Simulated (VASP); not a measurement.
Take K₂S (antifluorite), against free atoms with fixed spin and no zero-point term, in VASP with PAW potentials, and its cohesive energy.

Task: One run gives 2.66 eV/atom. Which level is it?
A. LDA
B. PBEsol
C. PBE

Result: C, PBE.  The others give 3.13 (LDA), 2.81 (PBEsol).

Only levels that ran to the end are used. Left out are those held back, those with too coarse a band path, GW runs whose mesh misses a band edge, hybrids' fits of cells that aren't cubic and levels without matching references; a question may draw on a part of the rest.
